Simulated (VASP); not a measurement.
Ag₂O (cuprite): the bulk modulus from VASP (plane waves, PAW) at several levels of theory. Static lattice, third-order Birch-Murnaghan fit over five volumes.

| level | bulk modulus (GPa) |
|---|---|
| LDA | 102 |
| PBE | 69.7 |
| PBEsol | 87.5 |

The cell of the LDA run:

```
CELL_PARAMETERS angstrom
      4.64079     0.00000     0.00000
      0.00000     4.64079     0.00000
      0.00000     0.00000     4.64079
ATOMIC_POSITIONS crystal
  Ag 0.75000 0.25000 0.75000
  Ag 0.25000 0.75000 0.75000
  Ag 0.75000 0.75000 0.25000
  Ag 0.25000 0.25000 0.25000
  O  0.00000 0.00000 0.00000
  O  0.50000 0.50000 0.50000
```

Only levels that ran to the end are used. Left out are those held back, those with too coarse a band path, GW runs whose mesh misses a band edge, hybrids' fits of cells that aren't cubic and levels without matching references; a question may draw on a part of the rest.

The compound is Ag2O in the cuprite structure.
